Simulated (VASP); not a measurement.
Crystal: GaN.

```xyz
4
Lattice="3.2177 0.0000 0.0000 -1.6089 2.7866 0.0000 0.0000 0.0000 5.2441" Properties=species:S:1:pos:R:3 pbc="T T T"
Ga    0.0000    1.8578    5.2398
Ga    1.6089    0.9289    2.6178
N     0.0000    1.8578    1.9708
N     1.6089    0.9289    4.5928
```

Program: VASP 6.6.1. Alike in all runs: task band structure; potentials or basis VASP PAW PBE potentials, release 64 (Ga_d, N); no spin polarisation; cell as given; k mesh 12 × 12 × 5; cutoff (eV) 520; smearing gaussian 0.03 eV.

Order these runs on this cell by their band gap on the k mesh, lowest first.
A. level TB-mBJ
B. level PBE
C. level r2SCAN

B (1.72 eV), C (2.11 eV), A (2.91 eV).

